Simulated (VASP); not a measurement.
# MgAuCl2 (P4/mmm) in VASP: further runs

The runs below take MgAuCl2 through single point, relaxation of cell and atoms, with PBE.

Everything below comes from runs of VASP 6.6.1. Logs are shortened: lines on timing, memory, paths and dates and some standing lists are left out, and cuts for length are marked.

### Step 1. The crystal as given

It takes space group P4/mmm (No. 123, tetragonal). The conventional cell has a = 5.277 Å, b = 5.277 Å, c = 3.252 Å, α = 90.00°, β = 90.00°, γ = 90.00°. Around Mg (site symmetry 4/mmm) lie 8 Cl at 3.10 Å and 2 Mg at 3.25 Å. Around Au (site symmetry 4/mmm) lie 4 Cl at 2.64 Å. Around Cl (site symmetry mmm) lie 2 Au at 2.64 Å.

The cell was built by a generator and needn't be a form met in nature.

### Step 2. Single point, PBE (cell x2)

INCAR

```
SYSTEM = MgAuCl2
PREC = Accurate
ENCUT = 520
EDIFF = 1E-6
ISMEAR = 0
SIGMA = 0.2
LREAL = .FALSE.
LASPH = .TRUE.
NELM = 100
ALGO = Fast
ISIF = 2
LWAVE = .FALSE.
LCHARG = .FALSE.
GGA = PE
NBANDS = 37
```

KPOINTS

```
regular mesh
0
G
  4 4 4
  0 0 0
```

POSCAR

```
MgAuCl2
1.0
    5.2730065907      0.0000000000      0.0000000000
    0.0000000000      5.2730065907      0.0000000000
    0.0000000000      0.0000000000      6.5072166852
Mg Au Cl
2 2 4
Direct
    0.5000000000      0.5000000000      0.2500000000
    0.5000000000      0.5000000000      0.7500000000
    0.0000000000      0.0000000000      0.0000000000
    0.0000000000      0.0000000000      0.5000000000
    0.5000000000      0.0000000000      0.0000000000
    0.5000000000      0.0000000000      0.5000000000
    0.0000000000      0.5000000000      0.0000000000
    0.0000000000      0.5000000000      0.5000000000
```

Potentials or basis: VASP PAW PBE potentials, release 64 (Mg, Au, Cl).

Started as:

```sh
cat potpaw_PBE.64/Mg/POTCAR potpaw_PBE.64/Au/POTCAR potpaw_PBE.64/Cl/POTCAR > POTCAR
mpirun -np 1 vasp_std > vasp.out
```

OUTCAR:

```text
SYSTEM = MgAuCl2
   PREC = Accurate
   ENCUT = 520
   EDIFF = 1E-6
   ISMEAR = 0
   LREAL = .FALSE.
   LASPH = .TRUE.
   NELM = 100
   ISIF = 2
   GGA = PE

 ion  position               nearest neighbor table
   1  0.500  0.500  0.250-   5 3.10   6 3.10   7 3.10   8 3.10   5 3.10   6 3.10   7 3.10   8 3.10
                             2 3.25   2 3.25
   2  0.500  0.500  0.750-   5 3.10   6 3.10   7 3.10   8 3.10   5 3.10   6 3.10   7 3.10   8 3.10
                             1 3.25   1 3.25
   3  0.000  0.000  0.000-   5 2.64   7 2.64   7 2.64   5 2.64   4 3.25   4 3.25
   4  0.000  0.000  0.500-   6 2.64   8 2.64   8 2.64   6 2.64   3 3.25   3 3.25
   5  0.500  0.000  0.000-   3 2.64   3 2.64   1 3.10   1 3.10   2 3.10   2 3.10
   6  0.500  0.000  0.500-   4 2.64   4 2.64   1 3.10   1 3.10   2 3.10   2 3.10
   7  0.000  0.500  0.000-   3 2.64   3 2.64   1 3.10   2 3.10   1 3.10   2 3.10
   8  0.000  0.500  0.500-   4 2.64   4 2.64   1 3.10   2 3.10   1 3.10   2 3.10

  LATTYP: Found a simple tetragonal cell.
 ALAT       =     5.2730065907
 C/A-ratio  =     1.2340619290

  Lattice vectors:

 A1 = (   5.2730065907,   0.0000000000,   0.0000000000)
 A2 = (   0.0000000000,   5.2730065907,   0.0000000000)
 A3 = (   0.0000000000,   0.0000000000,   6.5072166852)

Analysis of symmetry for initial positions (statically):
=====================================================================
 Subroutine PRICEL returns following result:

  LATTYP: Found a simple tetragonal cell.
 ALAT       =     5.2730065907
 C/A-ratio  =     0.6170309645

  Lattice vectors:

 A1 = (   5.2730065907,   0.0000000000,   0.0000000000)
 A2 = (   0.0000000000,   5.2730065907,   0.0000000000)
 A3 = (   0.0000000000,   0.0000000000,   3.2536083426)

   2 primitive cells build up your supercell.

 Routine SETGRP: Setting up the symmetry group for a
 simple tetragonal supercell.

 Subroutine GETGRP returns: Found 16 space group operations
 (whereof 16 operations were pure point group operations)
 out of a pool of 16 trial point group operations.

The static configuration has the point symmetry D_4h.

Analysis of symmetry for dynamics (positions and initial velocities):
=====================================================================
 Subroutine PRICEL returns following result:

  LATTYP: Found a simple tetragonal cell.
 ALAT       =     5.2730065907
 C/A-ratio  =     0.6170309645

  Lattice vectors:

 A1 = (   5.2730065907,   0.0000000000,   0.0000000000)
 A2 = (   0.0000000000,   5.2730065907,   0.0000000000)
 A3 = (   0.0000000000,   0.0000000000,   3.2536083426)

   2 primitive cells build up your supercell.

 Routine SETGRP: Setting up the symmetry group for a
 simple tetragonal supercell.

 Subroutine GETGRP returns: Found 16 space group operations
 (whereof 16 operations were pure point group operations)
 out of a pool of 16 trial point group operations.

The dynamic configuration has the point symmetry D_4h.

 Subroutine INISYM returns: Found 16 space group operations
 (whereof 16 operations are pure point group operations),
 and found     2 'primitive' translations

----------------------------------------------------------------------------------------

                                     Primitive cell

  volume of cell :      90.4653

  direct lattice vectors                    reciprocal lattice vectors
     5.273006591  0.000000000  0.000000000     0.189645126  0.000000000  0.000000000
     0.000000000  5.273006591  0.000000000     0.000000000  0.189645126  0.000000000
     0.000000000  0.000000000  3.253608343     0.000000000  0.000000000  0.307351068

  length of vectors
     5.273006591  5.273006591  3.253608343     0.189645126  0.189645126  0.307351068

  position of ions in fractional coordinates (direct lattice)
     0.500000000  0.500000000  0.500000000
     0.000000000  0.000000000  0.000000000
     0.500000000  0.000000000  0.000000000
     0.000000000  0.500000000  0.000000000

  ion indices of the primitive-cell ions
   primitive index   ion index
                 1           1
                 2           3
                 3           5
                 4           7

----------------------------------------------------------------------------------------

 KPOINTS: regular mesh

Automatic generation of k-mesh.
 Grid dimensions read from file:
 generate k-points for:    4    4    4

 Generating k-lattice:

  Cartesian coordinates                     Fractional coordinates (reciprocal lattice)
     0.047411282  0.000000000  0.000000000     0.250000000  0.000000000  0.000000000
     0.000000000  0.047411282  0.000000000     0.000000000  0.250000000  0.000000000
     0.000000000  0.000000000  0.038418884     0.000000000  0.000000000  0.250000000

  Length of vectors
     0.047411282  0.047411282  0.038418884

  Shift w.r.t. Gamma in fractional coordinates (k-lattice)
     0.000000000  0.000000000  0.000000000

 Subroutine IBZKPT returns following result:
 ===========================================

 Found     18 irreducible k-points:

 Following reciprocal coordinates:
            Coordinates               Weight
  0.000000  0.000000  0.000000      1.000000
  0.250000  0.000000  0.000000      4.000000
  0.500000  0.000000  0.000000      2.000000
  0.250000  0.250000  0.000000      4.000000
  0.500000  0.250000  0.000000      4.000000
  0.500000  0.500000  0.000000      1.000000
[... 10 lines left out ...]
  0.500000  0.250000  0.500000      4.000000
  0.500000  0.500000  0.500000      1.000000
   k-points           NKPTS =     18   k-points in BZ     NKDIM =     18   number of bands    NBANDS=     37
   number of dos      NEDOS =    301   number of ions     NIONS =      8
   total plane-waves  NPLWV =  76800
   dimension x,y,z NGX =    40 NGY =   40 NGZ =   48
   dimension x,y,z NGXF=    80 NGYF=   80 NGZF=   96
   ions per type =               2   2   4
   NGX,Y,Z   is equivalent  to a cutoff of  12.61, 12.61, 12.26 a.u.
   NGXF,Y,Z  is equivalent  to a cutoff of  25.22, 25.22, 24.53 a.u.
 SYSTEM =  MgAuCl2
   PREC   = accura    normal or accurate (medium, high low for compatibility)
   ISTART =      0    job   : 0-new  1-cont  2-samecut
   ICHARG =      2    charge: 1-file 2-atom 10-const
   ISPIN  =      1    spin polarized calculation?
   LNONCOLLINEAR =      F non collinear calculations
   LSORBIT =      F    spin-orbit coupling
   LASPH  =      T    aspherical Exc in radial PAW
   ENCUT  =  520.0 eV  38.22 Ry    6.18 a.u.   9.80  9.80 12.10*2*pi/ulx,y,z
   NELM   =    100;   NELMIN=  2; NELMDL= -5     # of ELM steps
   EDIFF  = 0.1E-05   stopping-criterion for ELM
   LREAL  =      F    real-space projection
   EDIFFG = 0.1E-04   stopping-criterion for IOM
   NSW    =      0    number of steps for IOM
   IBRION =     -1    ionic relax: 0-MD 1-quasi-New 2-CG
   NFREE  =      0    steps in history (QN), initial steepest desc. (CG)
   ISIF   =      2    stress and relaxation
   ISYM   =      2    0-nonsym 1-usesym 2-fastsym
   POTIM  = 0.5000    time-step for ionic-motion
   TEBEG  =    0.0;   TEEND  =   0.0 temperature during run
   PSTRESS=    0.0 pullay stress
   NELECT =      54.0000    total number of electrons
   NUPDOWN=      -1.0000    fix difference up-down
   EMIN   =  10.00;   EMAX   =-10.00  energy-range for DOS
   EFERMI =   0.00;   METHOD = LEGACY
   ISMEAR =     0;   SIGMA  =   0.20  broadening in eV -4-tet -1-fermi 0-gaus
   EFERMI_NEDOS =   21; number of points for ismear=-14 and -15
   IALGO  =     68    algorithm
   IMIX   =      4    mixing-type and parameters
     AMIX     =   0.40;   BMIX     =  1.00
     AMIX_MAG =   1.60;   BMIX_MAG =  1.00
  volume/ion in A,a.u.               =      22.62       152.62
  Fermi-wavevector in a.u.,A,eV,Ry     =   1.094046  2.067447 16.285302  1.196936
  Thomas-Fermi vector in A             =   2.230343
   LORBIT       =      0    0 simple, 1 ext, 2 COOP (PROOUT), +10 PAW based schemes
   GGA     = PE    functional components
   LHFCALC =     F    Hartree Fock is set to
   AEXX    =    0.0000 exact exchange contribution
   IVDW    =     0    specifies the selected vdW correction
   LEPSILON=     F    determine dielectric tensor
   LRPA    =     F    only Hartree local field effects (RPA)
 non-spin polarized calculation
 RMM-DIIS sequential band-by-band and
 Gauss-broadening in eV      SIGMA  =   0.20
  energy-cutoff  :      520.00
  volume of cell :      180.93
 maximum number of plane-waves:      4904
 NGX is ok and might be reduce to    40

 number of electron      53.9999996 magnetization

 Free energy of the ion-electron system (eV)
  ---------------------------------------------------
  ext. energy  EPLUGINS =         0.00000000
  ---------------------------------------------------
  free energy    TOTEN  =       -19.27740685 eV

  energy without entropy =      -19.22360423  energy(sigma->0) =      -19.25050554

 E-fermi :   4.5378     XC(G=0):  -9.3199

 val. band max:        4.4745832997   @ k =   0.5000   0.5000   0.0000
 cond. band min:       4.5430472363   @ k =   0.0000   0.0000   0.2500
 fundamental gap:      0.0684639366
 Fermi energy:         4.5378447177

 k-point     1 :       0.0000    0.0000    0.0000
  band No.  band energies     occupation
      1     -12.3274      2.00000
      2     -11.8858      2.00000
      3     -11.8201      2.00000
      4     -11.4567      2.00000
      5      -1.7251      2.00000
      6      -1.4768      2.00000
[... 29 lines left out ...]
     36      10.2901      0.00000
     37      10.3668      0.00000

 k-point     2 :       0.2500    0.0000    0.0000
  band No.  band energies     occupation
      1     -12.2426      2.00000
      2     -11.9239      2.00000
      3     -11.7474      2.00000
      4     -11.4837      2.00000
      5      -1.9858      2.00000
      6      -1.6678      2.00000
[... 29 lines left out ...]
     36      10.0378      0.00000
     37      10.2262      0.00000
[... 598 lines left out ...]
     36       9.1511      0.00000
     37       9.9062      0.00000

 k-point    18 :       0.5000    0.5000    0.5000
  band No.  band energies     occupation
      1     -11.7799      2.00000
      2     -11.7799      2.00000
      3     -11.7799      2.00000
      4     -11.7799      2.00000
      5      -2.6659      2.00000
      6      -2.6659      2.00000
[... 29 lines left out ...]
     36       8.7853      0.00000
     37      10.4244      0.00000

------------------------ aborting loop because EDIFF is reached ----------------------------------------

  FORCE on cell =-STRESS in cart. coord.  units (eV):
  Direction    XX          YY          ZZ          XY          YZ          ZX
  --------------------------------------------------------------------------------------
  -------------------------------------------------------------------------------------
  Total        0.0412620      0.0412620     -0.0439785      0.0000000      0.0000000      0.0000000
  in kB        0.3653832      0.3653832     -0.3894388      0.0000000      0.0000000      0.0000000
  external PRESSURE =       0.1137759 kB  Pullay stress =       0.0000000 kB

 VOLUME and BASIS-vectors are now :
 -----------------------------------------------------------------------------
  energy-cutoff  :      520.00
  volume of cell :      180.93
      direct lattice vectors                 reciprocal lattice vectors
     5.273006591  0.000000000  0.000000000     0.189645126  0.000000000  0.000000000
     0.000000000  5.273006591  0.000000000     0.000000000  0.189645126  0.000000000
     0.000000000  0.000000000  6.507216685     0.000000000  0.000000000  0.153675534

 POSITION                                       TOTAL-FORCE (eV/Angst)
 -----------------------------------------------------------------------------------
      2.63650      2.63650      1.62680        -0.000000      0.000000     -0.000000
      2.63650      2.63650      4.88041        -0.000000      0.000000     -0.000000
      0.00000      0.00000      0.00000         0.000000     -0.000000     -0.000000
      0.00000      0.00000      3.25361         0.000000     -0.000000      0.000000
      2.63650      0.00000      0.00000        -0.000000     -0.000000     -0.000000
      2.63650      0.00000      3.25361        -0.000000     -0.000000     -0.000000
      0.00000      2.63650      0.00000         0.000000      0.000000     -0.000000
      0.00000      2.63650      3.25361         0.000000      0.000000     -0.000000
 -----------------------------------------------------------------------------------
    total drift:                                0.000000      0.000000      0.000000

  FREE ENERGIE OF THE ION-ELECTRON SYSTEM (eV)
  ---------------------------------------------------
  free  energy   TOTEN  =       -19.2774068496 eV

  energy  without entropy=      -19.2236042273  energy(sigma->0) =      -19.25050554
```

Wall time 2.1 min (1 thread of Intel Xeon Platinum 8488C (Sapphire Rapids), shared host); peak memory 0.32 GiB.

What came out:

```yaml
Free_energy: -19.2774 eV
Pressure: 0.0 GPa
Band_gap_on_the_k_mesh: none (metal or under the smearing width)
```

Levels at points of the mesh, in eV from the Fermi level:
| k point | band 25 | band 26 | band 27 | band 28 | band 29 | band 30 |
| --- | --- | --- | --- | --- | --- | --- |
| (0.00, 0.00, 0.00) | -2.74 | -2.69 | -2.32 | -1.80 | 0.60 | 1.10 |
| (0.50, 0.00, 0.00) | -2.06 | -1.29 | -0.16 | 1.11 | 1.61 | 1.98 |
| (0.50, 0.50, 0.00) | -0.18 | -0.12 | -0.06 | 0.99 | 1.37 | 2.01 |
| (0.00, 0.00, 0.50) | -3.21 | -3.21 | -1.35 | -1.35 | -1.02 | -1.02 |
| (0.50, 0.00, 0.50) | -2.65 | -2.65 | 0.38 | 0.38 | 1.76 | 1.76 |
| (0.50, 0.50, 0.50) | -0.13 | -0.13 | 1.03 | 1.03 | 2.62 | 2.62 |

Spin-orbit coupling is left out, which matters for the levels of Au.

### Step 3. Single point, PBE

This run uses another cell than the first one: it holds 4 atoms, not 8.

INCAR

```
SYSTEM = MgAuCl2
ALGO = Fast
EDIFF = 1E-6
ENCUT = 520
GGA = PE
ISIF = 2
ISMEAR = 0
LASPH = .True.
LCHARG = .True.
LELF = .True.
LREAL = .False.
LVHAR = .True.
LWAVE = .False.
NBANDS = 22
NELM = 100
PREC = Accurate
SIGMA = 0.1
```

KPOINTS

```
k-points
0
Gamma
  4 4 6
  0 0 0
```

POSCAR

```
MgAuCl2
1.0
    5.2767868356      0.0000000000      0.0000000000
    0.0000000000      5.2767868356      0.0000000000
    0.0000000000      0.0000000000      3.2519653631
Mg Au Cl
1 1 2
Direct
    0.5000000000      0.5000000000      0.5000000000
    0.0000000000      0.0000000000      0.0000000000
    0.5000000000      0.0000000000      0.0000000000
    0.0000000000      0.5000000000      0.0000000000
```

Potentials or basis: VASP PAW PBE potentials, release 64 (Mg, Au, Cl).

Started as:

```sh
cat potpaw_PBE.64/Mg/POTCAR potpaw_PBE.64/Au/POTCAR potpaw_PBE.64/Cl/POTCAR > POTCAR
mpirun -np 1 vasp_std > vasp.out
```

Wall time 48 s (1 thread of Intel Xeon Platinum 8488C (Sapphire Rapids), shared host); peak memory 0.21 GiB.

Results (log left out):

```
Free energy            : -9.6298 eV
Pressure               : -0.1 GPa
Band gap on the k mesh : none (metal or under the smearing width)
```

Stress tensor (GPa, compression positive):
```
-0.11  0.00  0.00
 0.00 -0.11  0.00
 0.00  0.00 -0.01
```

Levels at points of the mesh, in eV from the Fermi level:
```
           k point  band 11  band 12  band 13  band 14  band 15  band 16
(0.00, 0.00, 0.00)    -2.92    -2.92    -2.70    -2.31    -1.76     5.76
(0.50, 0.00, 0.00)    -2.85    -2.82    -2.00    -0.16     1.65     3.39
(0.50, 0.50, 0.00)    -2.00    -2.00    -0.13     1.37     2.03     2.03
(0.00, 0.00, 0.50)    -3.47    -3.10    -2.62     0.60     1.16     2.45
(0.50, 0.00, 0.50)    -2.86    -2.74    -1.23     1.11     2.03     2.17
(0.50, 0.50, 0.50)    -2.68    -1.56    -0.10    -0.01     1.04     3.54
```

Caveat: an odd number of electrons without spin polarisation forces a metal; a magnetic or distorted state may lie lower. The run has no spin-orbit coupling, so splittings on Au are missing.

(Part 1 of 3 ends here.)
